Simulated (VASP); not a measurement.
A convergence study with VASP on Mg2Sn (antifluorite): a few settings are varied, all else stays as given below, so the limit is that of these other settings.

```
CELL_PARAMETERS angstrom
      0.00000     3.38000     3.38000
      3.38000     0.00000     3.38000
      3.38000     3.38000     0.00000
ATOMIC_POSITIONS crystal
  Mg 0.25000 0.25000 0.25000
  Mg 0.75000 0.75000 0.75000
  Sn 0.00000 0.00000 0.00000
```

Method: PBE GGA, VASP's PBE PAW potentials (set 64) (plane waves; VASP 6.6.1). The last row used: 550 eV cut-off, 12×12×12 Γ-centred mesh, second-order Methfessel-Paxton smearing of 0.40 eV, potentials Mg Sn_d.

| setting | E (eV/atom) | pressure (GPa) | irreducible k-points |
|---|---|---|---|
| ISMEAR = -1, SIGMA = 0.01, 3×3×3 mesh | ___ | ___ | 4 |
| ISMEAR = -1, SIGMA = 0.1, 3×3×3 mesh | -2.2820 | 1.12 | 4 |
| ISMEAR = 0, SIGMA = 0.01, 3×3×3 mesh | -2.2794 | 0.69 | 4 |
| ISMEAR = 0, SIGMA = 0.2, 3×3×3 mesh | -2.2812 | 1.10 | 4 |
| ISMEAR = 1, SIGMA = 0.05, 3×3×3 mesh | -2.2791 | 0.71 | 4 |
| ISMEAR = 1, SIGMA = 0.2, 3×3×3 mesh | -2.2796 | 1.02 | 4 |
| ISMEAR = 2, SIGMA = 0.05, 3×3×3 mesh | -2.2792 | ___ | 4 |
| ISMEAR = 2, SIGMA = 0.2, 3×3×3 mesh | -2.2792 | 0.97 | 4 |
| ISMEAR = -1, SIGMA = 0.01, 6×6×6 mesh | -2.4674 | 0.92 | 16 |
| ISMEAR = -1, SIGMA = 0.2, 6×6×6 mesh | -2.4649 | 1.07 | 16 |
| ISMEAR = 0, SIGMA = 0.01, 6×6×6 mesh | -2.4674 | 0.92 | 16 |
| ISMEAR = 0, SIGMA = 0.4, 6×6×6 mesh | -2.4656 | 1.01 | 16 |
| ISMEAR = 1, SIGMA = 0.05, 6×6×6 mesh | -2.4674 | 0.92 | 16 |
| ISMEAR = 1, SIGMA = 0.4, 6×6×6 mesh | -2.4662 | 0.95 | 16 |
| ISMEAR = 2, SIGMA = 0.05, 6×6×6 mesh | -2.4674 | 0.92 | 16 |
| ISMEAR = 2, SIGMA = 0.4, 6×6×6 mesh | -2.4664 | 0.89 | 16 |
| ISMEAR = -1, SIGMA = 0.05, 12×12×12 mesh | -2.4764 | 0.98 | 72 |
| ISMEAR = -1, SIGMA = 0.2, 12×12×12 mesh | -2.4740 | 1.03 | 72 |
| ISMEAR = 0, SIGMA = 0.1, 12×12×12 mesh | -2.4764 | 0.98 | 72 |
| ISMEAR = 0, SIGMA = 0.4, 12×12×12 mesh | -2.4757 | 1.02 | 72 |
| ISMEAR = 1, SIGMA = 0.1, 12×12×12 mesh | -2.4763 | 0.92 | 72 |
| ISMEAR = 1, SIGMA = 0.4, 12×12×12 mesh | -2.4767 | 0.97 | 72 |
| ISMEAR = 2, SIGMA = 0.1, 12×12×12 mesh | -2.4763 | 0.92 | 72 |
| ISMEAR = 2, SIGMA = 0.4, 12×12×12 mesh | -2.4765 | 0.98 | 72 |

Problem. Some entries are withheld; supply them.

Solution. 
- ISMEAR = 2, SIGMA = 0.05, 3×3×3 mesh, pressure (GPa): 0.66
- ISMEAR = -1, SIGMA = 0.01, 3×3×3 mesh, E (eV/atom): -2.2793
- ISMEAR = -1, SIGMA = 0.01, 3×3×3 mesh, pressure (GPa): 0.72

Left out are rungs that failed or repeat a setting and relaxations that didn't move; long series are thinned to 24 rows.

The compound is Mg2Sn in the antifluorite structure. The cell was not relaxed at this level.
